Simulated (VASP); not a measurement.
Consider the following.

```yaml
crystal:
  lattice:
    - [0.00000, 2.82027, 2.82027]
    - [2.82027, 0.00000, 2.82027]
    - [2.82027, 2.82027, 0.00000]
  atoms:
    - { symbol: Zn, position: [0.00000, 0.00000, 0.00000] }
    - { symbol: Se, position: [0.75000, 0.75000, 0.75000] }
```

Method: PBE GGA, VASP's PBE PAW potentials (set 64) (plane waves; VASP). Run with 300 eV cut-off, 10×10×10 Γ-centred mesh, Fermi-Dirac smearing of 0.020 eV, potentials Zn Se.

At this cut-off the stress carries a Pulay error, which pulls relaxed volumes low.

Question: Estimate the energy per atom (σ→0), pressure, band gap (on the k-mesh) with the smallest direct gap where there is one.

Answer: 
* **band gap (on the k-mesh)**: 1.34 eV
* **smallest direct gap (on the k-mesh)**: 1.34 eV
* **energy per atom (σ→0)**: -3.004 eV/atom
* **pressure**: 3.25 GPa

The absolute energy has meaning only against runs of the same code, potentials and settings.

The structure comes from a computed database's ZnSe entry; how it stands against other phases isn't given here. The cell was not relaxed at this level.
